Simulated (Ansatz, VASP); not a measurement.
NaCaF3: VASP beside Ansatz

INCAR

```
SYSTEM = NaCaF3
ALGO = Normal
EDIFF = 1E-7
ENCUT = 520
GGA = PE
ISIF = 2
ISMEAR = 0
LASPH = .TRUE.
LCHARG = .TRUE.
LELF = .TRUE.
LREAL = .FALSE.
LVHAR = .TRUE.
LWAVE = .FALSE.
NBANDS = 27
NELM = 60
PREC = Accurate
SIGMA = 0.01
```

File KPOINTS:

```
k-points
0
G
  6 6 6
  0 0 0
```

Contents of POSCAR:

```
NaCaF3
1.0
    4.3397357038      0.0000000000      0.0000000000
    0.0000000000      4.3397357038      0.0000000000
    0.0000000000      0.0000000000      4.3397357038
Na Ca F
1 1 3
Direct
    0.0000000000      0.0000000000      0.0000000000
    0.5000000000      0.5000000000      0.5000000000
    0.5000000000      0.5000000000      0.0000000000
    0.5000000000      0.0000000000      0.5000000000
    0.0000000000      0.5000000000      0.5000000000
```

Input for Ansatz:

```yaml
crystal:
  lattice:
    - [4.3397357038, 0.0, 0.0]
    - [0.0, 4.3397357038, 0.0]
    - [0.0, 0.0, 4.3397357038]
  atoms:
    - { symbol: Na, position: [0.0, 0.0, 0.0] }
    - { symbol: Ca, position: [0.5, 0.5, 0.5] }
    - { symbol: F, position: [0.5, 0.5, 0.0] }
    - { symbol: F, position: [0.5, 0.0, 0.5] }
    - { symbol: F, position: [0.0, 0.5, 0.5] }
kpoints:
  mp_grid: { grid: [6, 6, 6] }
hamiltonian:
  xc: pbe
scf:
  occupations: { method: fixed }
  n_extra_bands: 5
output:
  forces: true
  stress: true
  eigenvalues: true
```

Alike in both runs: task single point; functional PBE; k mesh 6 × 6 × 6; no spin polarisation.

|  | VASP | Ansatz |
| --- | --- | --- |
| version | VASP 6.6.1 | Ansatz 0.2.0 |
| potentials or method | VASP PAW PBE potentials, release 64 (Na_pv, Ca_sv, F) | plane waves, PAW |
| plane-wave cutoff (eV) | 520 | 420 |
| occupations | gaussian, width 0.01 eV | fixed |
| valence electrons in the cell | 38 | 40 |

VASP gave:

- gap on the k mesh at the Fermi level (eV): 5.17
- pressure (GPa): 3.7

**Question.** What did Ansatz give for the same quantities?

**Answer.** gap on the k mesh at the Fermi level (eV): 5.19; pressure (GPa): 3.5.

The two sets of potentials don't hold the same shells in valence.

A k mesh can miss the band edges. A hybrid or GW would open this gap; PBE tends to underestimate it.
